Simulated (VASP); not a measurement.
# LaSi3Rh with PBEsol: from relaxation to properties, part 2 of 5

How well does PBEsol reproduce what experiment finds for LaSi3Rh? The cell is relaxed first, and properties follow on it. The start is a computed cell from the Materials Project.

VASP 6.6.1; PBEsol; plane waves and PAW (La, Si, Rh_pv).

Still holding for the runs below: The k-mesh is coarse for a metal.

So far. Step 2 (Full relaxation (PBEsol)): It ends with a largest force of 0.002 eV/Å and a pressure of 0.01 GPa. The relaxed cell has a = 4.226, c = 9.836 Å (conventional setting).

## 3. Second relaxation

The basis stayed that of the start cell while the cell moved. A rerun from the cell reached resets it; the error of the finite cutoff stays.

Input file INCAR:

```
SYSTEM = LaSi3Rh
PREC = Accurate
ENCUT = 400
EDIFF = 1E-06
NELM = 100
ISMEAR = 0
SIGMA = 0.05
LREAL = .FALSE.
ALGO = Normal
GGA = PS
NBANDS = 25
LASPH = .TRUE.
LORBIT = 11
LWAVE = .FALSE.
LCHARG = .FALSE.
KPAR = 4
IBRION = 2
NSW = 60
ISIF = 3
EDIFFG = -0.01
```

Input file POSCAR:

```
LaSi3Rh
1.0
   -4.2263530957      0.0000000000      0.0000000000
    0.0000000000      4.2263530957      0.0000000000
    2.1131765479     -2.1131765479     -4.9178704456
La Si Rh
1 3 1
Direct
    0.0010991886      0.0010991886      0.0021983772
    0.5863826935      0.5863826935      0.1727653869
    0.2382419324      0.7382419324      0.4764838647
    0.7382419324      0.2382419324      0.4764838647
    0.3460352632      0.3460352632      0.6920705263
```

Input file KPOINTS:

```
Automatic mesh
0
Gamma
5 5 5
0 0 0
```

PAW data sets: La, Si and Rh_pv (PBE family, release 64).

Launch:

```bash
> mpirun -np 4 vasp_std
```

The log of the run:

```text
[banner, memory and clock lines left out]
running    4 mpi-ranks, on    1 nodes
 distrk:  each k-point on    1 cores,    4 groups
 distr:  one band on    1 cores,    1 groups

 POSCAR found type information on POSCAR LaSiRh
 POSCAR found :  3 types and       5 ions
 [... a notice as in an earlier step ...]

 LDA part: xc-table for (Slater+PW92), standard interpolation
 POSCAR, INCAR and KPOINTS ok, starting setup
 FFT: planning ... GRIDC
 FFT: planning ... GRID_SOFT
 FFT: planning ... GRID
 WAVECAR not read
 entering main loop
       N       E                     dE             d eps       ncg     rms          rms(c)
DAV:   1     0.241318709098E+03    0.24132E+03   -0.15322E+04  1172   0.161E+03
DAV:   2     0.377737212975E+01   -0.23754E+03   -0.22844E+03  1021   0.308E+02
DAV:   3    -0.338290639115E+02   -0.37606E+02   -0.36238E+02  1392   0.115E+02
DAV:   4    -0.362123476233E+02   -0.23833E+01   -0.23519E+01  1556   0.341E+01
DAV:   5    -0.363328156703E+02   -0.12047E+00   -0.12033E+00  1328   0.570E+00    0.141E+01
DAV:   6    -0.361044843683E+02    0.22833E+00   -0.18157E+01  1328   0.277E+01    0.629E+00
DAV:   7    -0.353387696806E+02    0.76571E+00   -0.59661E+00  1336   0.193E+01    0.428E+00
DAV:   8    -0.353309030854E+02    0.78666E-02   -0.77062E-01  1376   0.473E+00    0.134E+00
DAV:   9    -0.353001138421E+02    0.30789E-01   -0.23535E-01  1432   0.334E+00    0.351E-01
DAV:  10    -0.353005902585E+02   -0.47642E-03   -0.13599E-02  1400   0.801E-01    0.180E-01
DAV:  11    -0.353006929140E+02   -0.10266E-03   -0.18237E-03  1400   0.281E-01    0.809E-02
DAV:  12    -0.353007855787E+02   -0.92665E-04   -0.45242E-04  1536   0.111E-01    0.290E-02
DAV:  13    -0.353008056138E+02   -0.20035E-04   -0.87379E-05  1584   0.547E-02    0.152E-02
DAV:  14    -0.353008119167E+02   -0.63029E-05   -0.22683E-05  1520   0.220E-02    0.846E-03
DAV:  15    -0.353008145209E+02   -0.26043E-05   -0.16856E-05  1520   0.189E-02    0.262E-03
DAV:  16    -0.353008146164E+02   -0.95497E-07   -0.18620E-06  1144   0.676E-03
   1 F= -.35300815E+02 E0= -.35299191E+02  d E =-.353008E+02
 curvature:   0.00 expect dE= 0.000E+00 dE for cont linesearch  0.000E+00
 trial: gam= 0.00000 g(F)=  0.582E-06 g(S)=  0.866E-06 ort = 0.000E+00 (trialstep = 0.100E+01)
 search vector abs. value=  0.145E-05
 reached required accuracy - stopping structural energy minimisation
```

Run time: 24 s. Hardware: 4 MPI ranks of AMD EPYC 7R43, shared host; peak memory 0.65 GiB.

Parts of OUTCAR (step 3):

```text
  LATTYP: Found a body centered tetragonal cell.
 ALAT       =     4.2263530957
 C/A-ratio  =     2.3272406892

The static configuration has the point symmetry C_4v.

 Found     18 irreducible k-points:

   ENCUT  =  400.0 eV  29.40 Ry    5.42 a.u.   6.89  6.89  9.38*2*pi/ulx,y,z

   NELECT =      38.0000    total number of electrons

 E-fermi :  10.0468

 k-point     1 :       0.0000    0.0000    0.0000
  band No.  band energies     occupation
    ...
     14       6.6647      2.00000
     15       6.9278      2.00000
     16       7.3272      2.00000
     17       8.2276      2.00000
     18       8.2276      2.00000
     19      10.2591      0.00000
     20      10.2591      0.00000
     21      11.2483      0.00000
     22      11.4702      0.00000
     23      12.2432      0.00000
    ...

 k-point     2 :       0.2000    0.0000   -0.0000
  band No.  band energies     occupation
    ...
     16       7.5093      2.00000
     17       8.3108      2.00000
     18       8.5209      2.00000
     19       9.2021      2.00000
     20       9.5620      2.00000
     21      11.3024      0.00000
     22      11.9450      0.00000
     23      12.3281      0.00000
     24      12.4101      0.00000
     25      12.5308      0.00000

  Total       -0.0066945     -0.0066945     -0.0003692      0.0000000     -0.0000000      0.0000000
  in kB       -0.1221017     -0.1221017     -0.0067331      0.0000000     -0.0000000      0.0000000
  external PRESSURE =      -0.0836455 kB  Pullay stress =       0.0000000 kB

  energy-cutoff  :      400.00
  volume of cell :       87.84
      direct lattice vectors                 reciprocal lattice vectors
    -4.226353096  0.000000000  0.000000000    -0.236610614  0.000000000 -0.101670023
     0.000000000  4.226353096  0.000000000     0.000000000  0.236610614 -0.101670023
     2.113176548 -2.113176548 -4.917870446     0.000000000  0.000000000 -0.203340045

 POSITION                                       TOTAL-FORCE (eV/Angst)
 -----------------------------------------------------------------------------------
      0.00000     -0.00000     -0.01081         0.000000     -0.000000     -0.000255
     -2.11318      2.11318     -0.84964        -0.000000      0.000000      0.001314
     -0.00000      2.11318     -2.34329         0.000000     -0.000000     -0.001638
     -2.11318      0.00000     -2.34329         0.000000     -0.000000     -0.001638
     -0.00000      0.00000     -3.40351        -0.000000      0.000000      0.002217
 -----------------------------------------------------------------------------------
    total drift:                               -0.000045      0.000045      0.000137

  FREE ENERGIE OF THE ION-ELECTRON SYSTEM (eV)
  ---------------------------------------------------
  free  energy   TOTEN  =       -35.3008146164 eV

  energy  without entropy=      -35.2975667920  energy(sigma->0) =      -35.29919070

 total charge
# of ion       s       p       d       f       tot
--------------------------------------------------
    1        2.029   5.627   0.795   0.170   8.622
    2        0.782   0.863   0.000   0.000   1.645
    3        0.776   0.830   0.000   0.000   1.606
    4        0.776   0.830   0.000   0.000   1.606
    5        0.429   6.388   7.312   0.000  14.129
--------------------------------------------------
tot          4.792  14.538   8.107   0.170  27.608

[... 4 parts as in an earlier step ...]

[... 7 further parts left out ...]
```

Little changed from the start: no atom moved by 0.005 Å and no cell edge by 0.1 %.

This step gave:

```yaml
pressure: -0.008365 GPa
scf_cycles_over_all_ionic_steps: 16
```

It ends with a largest force of 0.002 eV/Å and a pressure of -0.01 GPa. The volume moved by under 0.01 %: the run met its threshold at the first step.

## 4. Single point with fields (PBEsol)

The relaxed cell gets a fresh self-consistent run, on a basis set for its own volume, to fix the density and to check the remaining stress.

INCAR, as its differences from that of step 3:

```diff
@@ -14,7 +14,5 @@
 LWAVE = .FALSE.
-LCHARG = .FALSE.
-KPAR = 4
-IBRION = 2
-NSW = 60
-ISIF = 3
-EDIFFG = -0.01
+LCHARG = .TRUE.
+ISIF = 2
+LELF = .TRUE.
+LVHAR = .TRUE.
```

POSCAR is that of step 3.

KPOINTS is that of step 3.

Launch:

```bash
> mpirun -np 4 vasp_std
```

The log of the run:

```text
[banner, memory and clock lines left out]
running    4 mpi-ranks, on    1 nodes
 distrk:  each k-point on    4 cores,    1 groups
 distr:  one band on    1 cores,    4 groups

 POSCAR found type information on POSCAR LaSiRh
 POSCAR found :  3 types and       5 ions
 [... a notice as in an earlier step ...]

 LDA part: xc-table for (Slater+PW92), standard interpolation
|                                                                             |
|           W    W    AA    RRRRR   N    N  II  N    N   GGGG   !!!           |
|           W    W   A  A   R    R  NN   N  II  NN   N  G    G  !!!           |
|           W    W  A    A  R    R  N N  N  II  N N  N  G       !!!           |
|           W WW W  AAAAAA  RRRRR   N  N N  II  N  N N  G  GGG   !            |
|           WW  WW  A    A  R   R   N   NN  II  N   NN  G    G                |
|           W    W  A    A  R    R  N    N  II  N    N   GGGG   !!!           |
|                                                                             |
|     The number of bands has been changed from the values supplied in        |
|     The orbitals not found in the WAVECAR file will be initialized with     |
|     random numbers, which is usually adequate. For correlated               |
|     calculations, however, you should redo the groundstate calculation.     |
|     I found NBANDS = 25. Now, NBANDS = 28.                                  |
|                                                                             |

 POSCAR, INCAR and KPOINTS ok, starting setup
 FFT: planning ... GRIDC
 FFT: planning ... GRID_SOFT
 FFT: planning ... GRID
 WAVECAR not read
 entering main loop
       N       E                     dE             d eps       ncg     rms          rms(c)
DAV:   1     0.247614599887E+03    0.24761E+03   -0.15164E+04  1280   0.146E+03
DAV:   2    -0.119987504139E+01   -0.24881E+03   -0.23047E+03  1068   0.298E+02
DAV:   3    -0.343107791924E+02   -0.33111E+02   -0.30713E+02  1452   0.103E+02
DAV:   4    -0.362869356468E+02   -0.19762E+01   -0.19656E+01  1840   0.273E+01
DAV:   5    -0.363367813597E+02   -0.49846E-01   -0.49803E-01  1460   0.371E+00    0.141E+01
DAV:   6    -0.361124232408E+02    0.22436E+00   -0.16014E+01  1528   0.246E+01    0.629E+00
DAV:   7    -0.353310595719E+02    0.78136E+00   -0.53496E+00  1488   0.168E+01    0.433E+00
DAV:   8    -0.353352041205E+02   -0.41445E-02   -0.88972E-01  1584   0.445E+00    0.137E+00
DAV:   9    -0.353002467231E+02    0.34957E-01   -0.25278E-01  1576   0.316E+00    0.391E-01
DAV:  10    -0.353005625744E+02   -0.31585E-03   -0.14649E-02  1520   0.748E-01    0.210E-01
DAV:  11    -0.353006554062E+02   -0.92832E-04   -0.22399E-03  1600   0.283E-01    0.843E-02
DAV:  12    -0.353007721692E+02   -0.11676E-03   -0.54197E-04  1776   0.107E-01    0.341E-02
DAV:  13    -0.353007989003E+02   -0.26731E-04   -0.88102E-05  1744   0.465E-02    0.210E-02
DAV:  14    -0.353008109022E+02   -0.12002E-04   -0.43174E-05  1608   0.273E-02    0.101E-02
DAV:  15    -0.353008144770E+02   -0.35748E-05   -0.24788E-05  1768   0.221E-02    0.367E-03
DAV:  16    -0.353008146553E+02   -0.17832E-06   -0.34534E-06  1224   0.877E-03
   1 F= -.35300815E+02 E0= -.35299191E+02  d E =-.324789E-02
```

The job ended after 36 s (4 MPI ranks; peak memory 0.45 GiB; 2.3 min of CPU time).

OUTCAR, selected parts (step 4):

```text
The static configuration has the point symmetry C_4v.

 Found     18 irreducible k-points:

   k-points           NKPTS =     18   k-points in BZ     NKDIM =     18   number of bands    NBANDS=     28

   NELECT =      38.0000    total number of electrons

 E-fermi :  10.0468

 k-point     1 :       0.0000    0.0000    0.0000
  band No.  band energies     occupation
    ...
     14       6.6647      2.00000
     15       6.9278      2.00000
     16       7.3272      2.00000
     17       8.2275      2.00000
     18       8.2275      2.00000
     19      10.2591      0.00000
     20      10.2591      0.00000
     21      11.2483      0.00000
     22      11.4701      0.00000
     23      12.2432      0.00000
    ...

 k-point     2 :       0.2000    0.0000   -0.0000
  band No.  band energies     occupation
    ...
     16       7.5093      2.00000
     17       8.3108      2.00000
     18       8.5209      2.00000
     19       9.2021      2.00000
     20       9.5620      2.00000
     21      11.3024      0.00000
     22      11.9450      0.00000
     23      12.3281      0.00000
     24      12.4101      0.00000
     25      12.5309      0.00000
    ...

  Total       -0.0042206     -0.0042206      0.0018144      0.0000000      0.0000000     -0.0000000
  in kB       -0.0769789     -0.0769789      0.0330927      0.0000000      0.0000000     -0.0000000
  external PRESSURE =      -0.0402884 kB  Pullay stress =       0.0000000 kB

 POSITION                                       TOTAL-FORCE (eV/Angst)
 -----------------------------------------------------------------------------------
      0.00000     -0.00000     -0.01081         0.000000     -0.000000     -0.000190
     -2.11318      2.11318     -0.84964        -0.000000      0.000000      0.001398
     -0.00000      2.11318     -2.34329         0.000000     -0.000000     -0.001627
     -2.11318      0.00000     -2.34329         0.000000     -0.000000     -0.001627
     -0.00000      0.00000     -3.40351        -0.000000      0.000000      0.002045
 -----------------------------------------------------------------------------------
    total drift:                               -0.000045      0.000045      0.000132

  FREE ENERGIE OF THE ION-ELECTRON SYSTEM (eV)
  ---------------------------------------------------
  free  energy   TOTEN  =       -35.3008146553 eV

  energy  without entropy=      -35.2975667660  energy(sigma->0) =      -35.29919071

[... 8 parts as in an earlier step ...]

[... 5 further parts left out ...]
```

Numbers from this step:

```
SCF cycles : 16
bands      : 28
pressure   : -0.004029 GPa
```

Valence electrons inside each PAW sphere by angular momentum. Sphere charges, by row:

```csv
atom,s (e),p (e),d (e),f (e),tot (e)
La1,2.029,5.627,0.795,0.17,8.622
Si2,0.782,0.863,0,0,1.645
Si3,0.776,0.83,0,0,1.606
Si4,0.776,0.83,0,0,1.606
Rh5,0.429,6.388,7.312,0,14.13
```

ELF in the ac plane of the conventional cell at fractional y = 0.000, with atoms of La and Si and Rh within 0.2 Å of it. It is the smooth field of the valence electrons, not physical close to the nuclei.

Ten even steps from '0' (0.01) to '9' (0.86), each cell a mean:
```
78972000015998
99841112102699
65311355421246
10124678763100
01246777765310
22345422355422
44566521366554
67788877888777
46888999998875
13788777778852
35776433457864
88875211136888
55554210134555
43333322233334
23323455542343
02434788763330
23447877885443
33368732587433
33467521377533
22356766676432
32124789863112
87522467532368
99962123214899
48983001016996
```
Columns run along a (4.2 Å), rows up along c (9.8 Å), edges of the conventional cell, whose origin can differ from the input's. Atoms in or near the plane, at fractional coordinates: La at (0.00, 0.00), Si at (0.00, 0.59), Si at (0.50, 0.74), Si at (0.50, 0.24), Rh at (0.00, 0.35).

Valence density in the ac plane of the conventional cell at fractional y = 0.000, with atoms of La and Si and Rh within 0.2 Å of it. It is the smooth field of the valence electrons, not physical close to the nuclei.

Ten steps, logarithmic in the rise over the least value, from '_' (-0.1 e/Å³) to '@' (9.3 e/Å³), each cell a mean:
```
++****==--::::::::::--++**++
****++--::::::::::::--==++**
====--::::::::::::::::----==
::::::::::----------::::::::
::::::::--------------::::::
::::::------::..::----::::::
::::--------::__::------::::
----------------------------
----------------------------
__::----------::----------..
::--------::::::::::------::
====----::::::::::::::----==
====----::::::::::::::----==
****==--::::::::::::----++**
@@%%**==--::::::::----++##@@
@@@@##++------------==**%%@@
@@%%**======----======++##@@
**++======--::..--======++**
------------::__::----------
::::::------------------::::
----::::------------::::----
++++==--::::::::::::----==++
****++==--::::::::::--++****
--++**++--::::::::::==++**++
```
Columns run along a (4.2 Å), rows up along c (9.8 Å), edges of the conventional cell, whose origin can differ from the input's. Atoms in or near the plane, at fractional coordinates: La at (0.00, 0.00), Si at (0.00, 0.59), Si at (0.50, 0.74), Si at (0.50, 0.24), Rh at (0.00, 0.35).

Electrostatic potential energy in the ac plane of the conventional cell at fractional y = 0.000, with atoms of La and Si and Rh within 0.2 Å of it. With pseudopotentials it is smooth inside the atoms' cores, unlike the true potential.

Values in eV, 24 rows by 14 columns, each cell a mean:
```
 -98  -89  -53  -20   -6   -1    2    2    1   -3  -11  -33  -72  -96
 -59  -45  -24  -10   -3    1    2    2    2   -1   -5  -15  -34  -54
 -14  -11   -7   -3    0    1    1    1    1    1   -1   -4   -9  -13
  -2   -2   -1    0   -1   -3   -4   -5   -4   -2    0    0   -1   -2
   1    1    1   -1   -6  -17  -35  -41  -27  -11   -3    0    1    1
   2    2    1   -3  -15  -51  -87  -94  -73  -32   -8   -1    1    2
   0    0   -1   -4  -16  -54  -91  -97  -77  -34   -8   -2    0    0
 -13   -9   -5   -3   -7  -22  -44  -50  -34  -13   -5   -3   -6  -11
 -64  -45  -17   -5   -2   -4   -7   -8   -5   -3   -3   -9  -29  -56
 -99  -80  -35   -8   -1    1    1    1    1    0   -3  -17  -56  -94
 -86  -64  -27   -6    0    2    2    2    2    1   -2  -12  -44  -78
 -30  -20   -7   -2    1    2    2    2    2    2    0   -4  -12  -26
  -7   -5   -1    1    2    2    2    2    2    2    2    0   -3   -6
 -30  -22   -9    0    2    2    2    2    2    2    1   -3  -15  -27
 -62  -53  -32   -9    0    2    2    2    2    1   -2  -19  -43  -59
 -73  -64  -43  -15   -2   -3   -4   -5   -3   -2   -6  -28  -54  -70
 -62  -53  -33  -11   -7  -17  -35  -41  -27  -11   -6  -20  -43  -59
 -28  -21   -9   -5  -15  -50  -87  -94  -72  -31   -8   -6  -15  -25
  -2   -1   -1   -4  -16  -54  -91  -97  -77  -34   -8   -2    0   -1
   0    1    0   -2   -7  -22  -44  -50  -34  -13   -4    0    1    1
  -5   -4   -2   -1   -2   -4   -7   -8   -6   -3   -2   -2   -3   -5
 -29  -22  -12   -5   -2    0    1    1    0   -1   -3   -8  -17  -26
 -84  -69  -38  -14   -4    0    2    2    1   -2   -8  -23  -53  -79
-100  -96  -62  -23   -7   -1    2    2    1   -3  -12  -38  -81 -100
```
Columns run along a (4.2 Å; values clipped at the 3rd and 97th percentile), rows up along c (9.8 Å), edges of the conventional cell, whose origin can differ from the input's. Atoms in or near the plane, at fractional coordinates: La at (0.00, 0.00), Si at (0.00, 0.59), Si at (0.50, 0.74), Si at (0.50, 0.24), Rh at (0.00, 0.35).

In this run the pressure is 0.00 GPa, small enough to go on.

(Part 2 of 5 ends here.)

[Lines on the potential files, build, host, timing and source positions are cut from VASP's logs without a mark.]

[Logs are printed without paths, hosts, clocks, repeated set-up lines and the standing remarks that a program may print on its own settings, such as how far it seeks lower states.]

[Hosts, paths, dates, database ids (printed as entryN), source tags and the programs' standing remarks are cut or masked in the printed files.]

[Measured values are set beside computed ones only where the two were judged alike; some that the calculation misses by far are left out.]

[In band tables of VASP the shares of atoms and orbitals are scaled to a sum of 1 inside the atoms' spheres.]
